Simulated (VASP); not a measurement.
# Cu (Copper): how cutoff and mesh change the relaxed cell

How far does the relaxed cell of Cu (Copper) depend on cutoff and k mesh? The starting structure is a measured crystal structure from the Crystallography Open Database. The first relaxation on each setting starts from this cell expanded by 3 % in volume.

Calculated with VASP 6.6.1; Kohn-Sham DFT with plane waves and PAW; PBEsol.

## 1. Starting point

Symmetry: Fm-3m, No. 225, cubic system. The conventional cell has a = 3.615 Å, b = 3.615 Å, c = 3.615 Å, α = 90.00°, β = 90.00°, γ = 90.00°. Cu has 12 Cu at 2.56 Å nearest.

Coordinates:

```cif
data_structure
_symmetry_space_group_name_H-M 'Fm-3m'
_symmetry_Int_Tables_number 225
_cell_length_a 3.6150
_cell_length_b 3.6150
_cell_length_c 3.6150
_cell_angle_alpha 90.000
_cell_angle_beta 90.000
_cell_angle_gamma 90.000
_cell_volume 47.24
loop_
_atom_site_label
_atom_site_type_symbol
_atom_site_symmetry_multiplicity
_atom_site_Wyckoff_symbol
_atom_site_fract_x
_atom_site_fract_y
_atom_site_fract_z
_atom_site_occupancy
Cu1 Cu 4 a 0.00000 0.00000 0.00000 1
```

## 2. Reference relaxation

This run starts from the cell of an earlier relaxation, which isn't shown; the restart sets up the plane waves anew.

Input file INCAR:

```
SYSTEM = Cu
PREC = Accurate
ENCUT = 450
EDIFF = 1E-06
NELM = 100
ISMEAR = 1
SIGMA = 0.15
LREAL = .FALSE.
ALGO = Normal
GGA = PS
NBANDS = 11
LORBIT = 11
LWAVE = .FALSE.
LCHARG = .FALSE.
KPAR = 4
IBRION = 2
NSW = 50
ISIF = 3
EDIFFG = -0.006
```

Input file POSCAR:

```
Cu
1.0
    0.0000000000      1.7828348467      1.7828348467
    1.7828348467      0.0000000000      1.7828348467
    1.7828348467      1.7828348467      0.0000000000
Cu
1
Direct
    0.0000000000      0.0000000000      0.0000000000
```

Input file KPOINTS:

```
Automatic mesh
0
Gamma
22 22 22
0 0 0
```

The projector-augmented-wave data sets are Cu (PBE family, release 64).

Launch:

```
> mpirun -np 4 vasp_std
```

Output:

```text
[banner, memory and clock lines left out]
running    4 mpi-ranks, on    1 nodes
 distrk:  each k-point on    1 cores,    4 groups
 distr:  one band on    1 cores,    1 groups

 POSCAR found type information on POSCAR Cu
 POSCAR found :  1 types and       1 ions
|                                                                             |
|               ----> ADVICE to this user running VASP <----                  |
|                                                                             |
|     You enforced a specific xc type in the INCAR file but a different       |
|     [... a line on the potential file left out ...]
|     I HOPE YOU KNOW WHAT YOU ARE DOING!                                     |
|                                                                             |

 LDA part: xc-table for (Slater+PW92), standard interpolation
 POSCAR, INCAR and KPOINTS ok, starting setup
 FFT: planning ... GRIDC
 FFT: planning ... GRID_SOFT
 FFT: planning ... GRID
 WAVECAR not read
 entering main loop
       N       E                     dE             d eps       ncg     rms          rms(c)
DAV:   1     0.363315317994E+02    0.36332E+02   -0.50299E+03  7957   0.151E+03
DAV:   2    -0.450510633451E+01   -0.40837E+02   -0.37802E+02  7363   0.191E+02
DAV:   3    -0.540073840016E+01   -0.89563E+00   -0.88960E+00  8309   0.356E+01
DAV:   4    -0.540594406323E+01   -0.52057E-02   -0.52049E-02  8038   0.236E+00
DAV:   5    -0.540599537340E+01   -0.51310E-04   -0.51310E-04  8188   0.233E-01    0.843E+00
DAV:   6    -0.473944992467E+01    0.66655E+00   -0.17759E+01  8351   0.851E+01    0.415E+00
DAV:   7    -0.432334527429E+01    0.41610E+00   -0.26811E+00  8325   0.328E+01    0.587E-01
DAV:   8    -0.431046172644E+01    0.12884E-01   -0.55618E-03  8168   0.120E+00    0.319E-01
DAV:   9    -0.430861280629E+01    0.18489E-02   -0.10301E-02  8480   0.184E+00    0.216E-02
DAV:  10    -0.430862070357E+01   -0.78973E-05   -0.30514E-05  9791   0.903E-02    0.680E-03
DAV:  11    -0.430862174425E+01   -0.10407E-05   -0.73119E-07  5218   0.177E-02    0.264E-04
DAV:  12    -0.430862177072E+01   -0.26477E-07   -0.63850E-08  3968   0.272E-03
   1 F= -.43086218E+01 E0= -.43087081E+01  d E =-.430862E+01
 curvature:   0.00 expect dE= 0.000E+00 dE for cont linesearch  0.000E+00
 trial: gam= 0.00000 g(F)=  0.235E-63 g(S)=  0.456E-04 ort = 0.000E+00 (trialstep = 0.100E+01)
 search vector abs. value=  0.456E-04
 bond charge predicted
       N       E                     dE             d eps       ncg     rms          rms(c)
DAV:   1    -0.431018720766E+01   -0.15655E-02   -0.26523E-02  8479   0.365E+00    0.326E-01
DAV:   2    -0.430914114356E+01    0.10461E-02   -0.21074E-02  8284   0.284E+00    0.127E-01
DAV:   3    -0.430867285347E+01    0.46829E-03   -0.32022E-03  8319   0.114E+00    0.455E-02
DAV:   4    -0.430863096658E+01    0.41887E-04   -0.49779E-05  8772   0.729E-02    0.147E-03
DAV:   5    -0.430863086650E+01    0.10008E-06   -0.28590E-07  5059   0.592E-03
   2 F= -.43086309E+01 E0= -.43087176E+01  d E =-.909578E-05
 trial-energy change:   -0.000009  1 .order   -0.000008   -0.000046    0.000030
 step:   0.6061(harm=  0.6061)  dis= 0.00000  next Energy=    -4.308636 (dE=-0.138E-04)
 bond charge predicted
       N       E                     dE             d eps       ncg     rms          rms(c)
DAV:   1    -0.430887778027E+01   -0.24681E-03   -0.40746E-03  8449   0.144E+00    0.128E-01
DAV:   2    -0.430871419064E+01    0.16359E-03   -0.32243E-03  8281   0.111E+00    0.495E-02
DAV:   3    -0.430864303118E+01    0.71159E-04   -0.49083E-04  8269   0.447E-01    0.180E-02
DAV:   4    -0.430863655304E+01    0.64781E-05   -0.81365E-06  8347   0.300E-02    0.715E-04
DAV:   5    -0.430863662136E+01   -0.68325E-07   -0.51818E-08  3797   0.247E-03
   3 F= -.43086366E+01 E0= -.43087233E+01  d E =-.148506E-04
 curvature:  -0.30 expect dE=-0.157E-06 dE for cont linesearch -0.157E-06
 trial: gam= 0.00000 g(F)=  0.774E-62 g(S)=  0.520E-06 ort =-0.487E-05 (trialstep = 0.921E+00)
 search vector abs. value=  0.520E-06
 reached required accuracy - stopping structural energy minimisation
```

The job ended after 26 s (4 MPI ranks of AMD EPYC 7R43, shared host; peak memory 0.47 GiB; 1.7 min of CPU time).

Lines that name or quote the potential files are left out of all logs, and their timing lines are given in words.

Parts of OUTCAR (step 2):

```text
ion  position               nearest neighbor table
   1  0.000  0.000  0.000-

  LATTYP: Found a face centered cubic cell.
 ALAT       =     3.5656696934

 Subroutine GETGRP returns: Found 48 space group operations
 (whereof 48 operations were pure point group operations)

The static configuration has the point symmetry O_h .

 Found    328 irreducible k-points:

   k-points           NKPTS =    328   k-points in BZ     NKDIM =    328   number of bands    NBANDS=     11

   dimension x,y,z NGX =    18 NGY =   18 NGZ =   18
   dimension x,y,z NGXF=    36 NGYF=   36 NGZF=   36

   ENCUT  =  450.0 eV  33.07 Ry    5.75 a.u.   4.36  4.36  4.36*2*pi/ulx,y,z

   NELECT =      11.0000    total number of electrons

 k-points in reciprocal lattice and weights: Automatic mesh
   0.00000000  0.00000000  0.00000000       0.000
   0.04545455  0.00000000  0.00000000       0.001
   0.09090909  0.00000000  0.00000000       0.001
   0.13636364  0.00000000  0.00000000       0.001
   0.18181818  0.00000000  0.00000000       0.001
   0.22727273  0.00000000  0.00000000       0.001
   0.27272727  0.00000000  0.00000000       0.001
   0.31818182  0.00000000  0.00000000       0.001
   0.36363636  0.00000000  0.00000000       0.001
[...]
-0.27272727  0.45454545  0.22727273       0.002
  -0.27272727  0.50000000  0.22727273       0.001

 average (electrostatic) potential at core
       1 -63.1346

 E-fermi :   7.9271

 k-point     1 :       0.0000    0.0000    0.0000
  band No.  band energies     occupation
    ...
      2       4.7802      2.00000
      3       4.7802      2.00000
      4       4.7802      2.00000
      5       5.6719      2.00000
      6       5.6719      2.00000
      7      30.8656      0.00000
      8      33.8129      0.00000
      9      33.8129      0.00000
     10      33.8129      0.00000
     11      36.3310      0.00000

 k-point     2 :       0.0455    0.0000    0.0000
  band No.  band energies     occupation
    ...
      2       4.7627      2.00000
      3       4.7957      2.00000
      4       4.7957      2.00000
      5       5.6655      2.00000
      6       5.6655      2.00000
      7      30.5053      0.00000
      8      32.6489      0.00000
      9      33.5500      0.00000
     10      33.5500      0.00000
     11      36.7011      0.00000

 k-point     3 :       0.0909    0.0000    0.0000
  band No.  band energies     occupation
    ...
      2       4.7134      2.00000
      3       4.8381      2.00000
      4       4.8381      2.00000
      5       5.6503      2.00000
      6       5.6503      2.00000
      7      28.8993      0.00000
      8      31.8057      0.00000
      9      33.0163      0.00000
     10      33.0163      0.00000
     11      37.5325      0.00000

  Total        0.0018949      0.0018949      0.0018949     -0.0000000      0.0000000      0.0000000
  in kB        0.2682907      0.2682907      0.2682907     -0.0000000      0.0000000      0.0000000
  external PRESSURE =       0.2682907 kB  Pullay stress =       0.0000000 kB

  energy-cutoff  :      450.00
  volume of cell :       11.32
      direct lattice vectors                 reciprocal lattice vectors
     0.000000000  1.781909673  1.781909673    -0.280597837  0.280597837  0.280597837
     1.781909673 -0.000000000  1.781909673     0.280597837 -0.280597837  0.280597837
     1.781909673  1.781909673 -0.000000000     0.280597837  0.280597837 -0.280597837

 POSITION                                       TOTAL-FORCE (eV/Angst)
 -----------------------------------------------------------------------------------
      0.00000      0.00000     -0.00000        -0.000000     -0.000000      0.000000
 -----------------------------------------------------------------------------------
    total drift:                                0.000000     -0.000000      0.000000

  FREE ENERGIE OF THE ION-ELECTRON SYSTEM (eV)
  ---------------------------------------------------
  free  energy   TOTEN  =        -4.3086366214 eV

  energy  without entropy=       -4.3088965202  energy(sigma->0) =       -4.30872325

 reached required accuracy - stopping structural energy minimisation

 total charge
# of ion       s       p       d       tot
------------------------------------------
    1        0.465   0.417   9.172  10.055

[... 3 further parts left out ...]
```

CONTCAR:

```
Cu
   1.00000000000000
     0.0000000000000000    1.7819096728849280    1.7819096728849280
     1.7819096728849280   -0.0000000000000000    1.7819096728849280
     1.7819096728849280    1.7819096728849280   -0.0000000000000000
  Cu
     1
Direct
     0.0000000000000000    0.0000000000000000    0.0000000000000000
```

This run has no spin polarisation. Its electron count is odd, so without a moment it is a metal by construction. The PAW data sets were made with PBE, which is usual practice but a small mismatch for other functionals. The run keeps the 48 symmetry operations of its start, so it cannot find a distortion of lower symmetry.

The reference relaxation ends at 11.316 Å³ an atom.

## 3. Relaxation with a cutoff of 300 eV

Against step 2 the input has ENCUT = 300. This run starts from the cell of an earlier relaxation, which isn't shown; the restart sets up the plane waves anew.

INCAR, as its differences from that of step 2:

```diff
@@ -2,3 +2,3 @@
 PREC = Accurate
-ENCUT = 450
+ENCUT = 300
 EDIFF = 1E-06
```

Input file POSCAR:

```
Cu
1.0
    0.0000000000      1.7815338181      1.7815338181
    1.7815338181      0.0000000000      1.7815338181
    1.7815338181      1.7815338181      0.0000000000
Cu
1
Direct
    0.0000000000      0.0000000000      0.0000000000
```

KPOINTS is that of step 2.

Launch:

```
> mpirun -np 4 vasp_std
```

Output:

```text
[banner, memory and clock lines left out]
running    4 mpi-ranks, on    1 nodes
[...]
[... a notice as in an earlier step ...]

 LDA part: xc-table for (Slater+PW92), standard interpolation
 POSCAR, INCAR and KPOINTS ok, starting setup
[...]
entering main loop
       N       E                     dE             d eps       ncg     rms          rms(c)
DAV:   1     0.302055478097E+02    0.30206E+02   -0.39987E+03  7853   0.111E+03
DAV:   2    -0.481406779778E+01   -0.35020E+02   -0.32512E+02  7357   0.164E+02
DAV:   3    -0.540385053193E+01   -0.58978E+00   -0.58804E+00  8309   0.267E+01
DAV:   4    -0.540686613282E+01   -0.30156E-02   -0.30154E-02  7865   0.167E+00
[...]
DAV:   9    -0.430884846832E+01    0.18026E-02   -0.10101E-02  8439   0.173E+00    0.220E-02
DAV:  10    -0.430885635306E+01   -0.78847E-05   -0.27437E-05  9885   0.831E-02    0.708E-03
DAV:  11    -0.430885730932E+01   -0.95627E-06   -0.78836E-07  5198   0.175E-02
   1 F= -.43088573E+01 E0= -.43089439E+01  d E =-.430886E+01
[...]
DAV:   5    -0.430864136016E+01    0.15844E-04   -0.12782E-04  9356   0.207E-01    0.135E-02
DAV:   6    -0.430863673878E+01    0.46214E-05   -0.75890E-06  5887   0.444E-02    0.588E-04
DAV:   7    -0.430863682740E+01   -0.88618E-07   -0.18494E-07  4106   0.486E-03
   2 F= -.43086368E+01 E0= -.43087253E+01  d E =0.220482E-03
 trial-energy change:    0.000220  1 .order    0.000303   -0.003578    0.004183
 step:   0.4768(harm=  0.4610)  dis= 0.00000  next Energy=    -4.309719 (dE=-0.862E-03)
[...]
N       E                     dE             d eps       ncg     rms          rms(c)
DAV:   1    -0.434269520851E+01   -0.34058E-01   -0.56547E-01  8491   0.162E+01    0.148E+00
DAV:   2    -0.431953322721E+01    0.23162E-01   -0.41828E-01  8290   0.120E+01    0.544E-01
DAV:   3    -0.431062712805E+01    0.89061E-02   -0.61749E-02  8269   0.478E+00    0.213E-01
DAV:   4    -0.430972012415E+01    0.90700E-03   -0.13216E-03  8691   0.393E-01    0.141E-02
DAV:   5    -0.430972059448E+01   -0.47033E-06   -0.14310E-05  8734   0.612E-02    0.656E-03
DAV:   6    -0.430972105931E+01   -0.46483E-06   -0.14835E-06  4954   0.186E-02
   3 F= -.43097211E+01 E0= -.43098091E+01  d E =-.863750E-03
[...]
reached required accuracy - stopping structural energy minimisation
```

The job ended after 9.2 s (4 MPI ranks; peak memory 0.36 GiB; 34 s of CPU time).

OUTCAR, selected parts (step 3):

```text
  Total        0.0002950      0.0002950      0.0002950     -0.0000000      0.0000000     -0.0000000
  in kB        0.0422535      0.0422535      0.0422535     -0.0000000      0.0000000     -0.0000000
  external PRESSURE =       0.0422535 kB  Pullay stress =       0.0000000 kB

 POSITION                                       TOTAL-FORCE (eV/Angst)
 -----------------------------------------------------------------------------------
      0.00000      0.00000      0.00000         0.000000     -0.000000     -0.000000
 -----------------------------------------------------------------------------------
    total drift:                               -0.000000     -0.000000      0.000000

  FREE ENERGIE OF THE ION-ELECTRON SYSTEM (eV)
  ---------------------------------------------------
  free  energy   TOTEN  =        -4.3097210593 eV

  energy  without entropy=       -4.3099852559  energy(sigma->0) =       -4.30980912

[... 2 parts as in an earlier step ...]

[... 2 further parts left out ...]
[key lines of the parts left out:]
E-fermi :   8.0794
```

With a cutoff of 300 eV the cell ends at 11.186 Å³ an atom, -1.14 % from the reference, and since the restart alone still moved it by -1.1 % it may not have settled.

## 4. Relaxation with a 12×12×12 mesh

Against step 2 the input has a 12×12×12 mesh. This run starts from the cell of an earlier relaxation, which isn't shown; the restart sets up the plane waves anew.

INCAR, as its differences from that of step 3:

```diff
@@ -2,3 +2,3 @@
 PREC = Accurate
-ENCUT = 300
+ENCUT = 450
 EDIFF = 1E-06
```

Input file POSCAR:

```
Cu
1.0
    0.0000000000      1.7824100412      1.7824100412
    1.7824100412      0.0000000000      1.7824100412
    1.7824100412      1.7824100412      0.0000000000
Cu
1
Direct
    0.0000000000      0.0000000000      0.0000000000
```

Input file KPOINTS:

```
Automatic mesh
0
Gamma
12 12 12
0 0 0
```

Launch:

```
> mpirun -np 4 vasp_std
```

Output:

```text
[... set-up lines as in an earlier step ...]
 entering main loop
       N       E                     dE             d eps       ncg     rms          rms(c)
DAV:   1     0.372411454523E+02    0.37241E+02   -0.50759E+03  1718   0.153E+03
DAV:   2    -0.446105740055E+01   -0.41702E+02   -0.38596E+02  1623   0.196E+02
DAV:   3    -0.539425531569E+01   -0.93320E+00   -0.93102E+00  1839   0.363E+01
DAV:   4    -0.539937457127E+01   -0.51193E-02   -0.51185E-02  1787   0.237E+00
[...]
DAV:   9    -0.430383949753E+01    0.14635E-02   -0.79395E-03  1877   0.161E+00    0.208E-02
DAV:  10    -0.430384825876E+01   -0.87612E-05   -0.24897E-05  1997   0.772E-02    0.843E-03
DAV:  11    -0.430384909734E+01   -0.83857E-06   -0.15146E-06  1151   0.261E-02
   1 F= -.43038491E+01 E0= -.43042803E+01  d E =-.430385E+01
[...]
N       E                     dE             d eps       ncg     rms          rms(c)
DAV:   1    -0.430522723016E+01   -0.13790E-02   -0.23147E-02  1854   0.341E+00    0.306E-01
DAV:   2    -0.430431524418E+01    0.91199E-03   -0.18445E-02  1815   0.266E+00    0.121E-01
DAV:   3    -0.430389936531E+01    0.41588E-03   -0.28363E-03  1809   0.107E+00    0.429E-02
DAV:   4    -0.430386235357E+01    0.37012E-04   -0.45997E-05  1942   0.717E-02    0.178E-03
DAV:   5    -0.430386225211E+01    0.10145E-06   -0.26887E-07  1052   0.586E-03
   2 F= -.43038623E+01 E0= -.43042937E+01  d E =-.131548E-04
 trial-energy change:   -0.000013  1 .order   -0.000012   -0.000040    0.000015
 step:   0.7252(harm=  0.7252)  dis= 0.00000  next Energy=    -4.303864 (dE=-0.145E-04)
[...]
N       E                     dE             d eps       ncg     rms          rms(c)
DAV:   1    -0.430396907690E+01   -0.10672E-03   -0.17349E-03  1836   0.937E-01    0.840E-02
DAV:   2    -0.430389946392E+01    0.69613E-04   -0.13926E-03  1812   0.731E-01    0.333E-02
DAV:   3    -0.430386800806E+01    0.31456E-04   -0.21547E-04  1809   0.296E-01    0.117E-02
DAV:   4    -0.430386535357E+01    0.26545E-05   -0.33295E-06  1332   0.192E-02    0.458E-04
DAV:   5    -0.430386539912E+01   -0.45548E-07   -0.58523E-08   813   0.283E-03
   3 F= -.43038654E+01 E0= -.43042968E+01  d E =-.163018E-04
[...]
reached required accuracy - stopping structural energy minimisation
```

Wall time 4.6 s (4 MPI ranks); peak memory 0.38 GiB; 16 s of CPU time.

From OUTCAR (step 4):

```text
  Total        0.0031814      0.0031814      0.0031814     -0.0000000     -0.0000000      0.0000000
  in kB        0.4508484      0.4508484      0.4508484     -0.0000000     -0.0000000      0.0000000
  external PRESSURE =       0.4508484 kB  Pullay stress =       0.0000000 kB

 POSITION                                       TOTAL-FORCE (eV/Angst)
 -----------------------------------------------------------------------------------
      0.00000      0.00000     -0.00000         0.000000      0.000000     -0.000000
 -----------------------------------------------------------------------------------
    total drift:                                0.000000     -0.000000      0.000000

  FREE ENERGIE OF THE ION-ELECTRON SYSTEM (eV)
  ---------------------------------------------------
  free  energy   TOTEN  =        -4.3038653991 eV

  energy  without entropy=       -4.3051596605  energy(sigma->0) =       -4.30429682

[... 1 part as in an earlier step ...]

[... 3 further parts left out ...]
[key lines of the parts left out:]
E-fermi :   7.8488
```

With a 12×12×12 mesh the cell ends at 11.306 Å³ an atom, -0.09 % from the reference.

(Continued in part 2 of 2.)

[Lines on the potential files, build, host, timing and source positions are cut from VASP's logs without a mark.]

[Logs are printed without paths, hosts, clocks, repeated set-up lines and the standing remarks that a program may print on its own settings, such as how far it seeks lower states.]

[Hosts, paths, dates, database ids (printed as entryN), source tags and the programs' standing remarks are cut or masked in the printed files.]
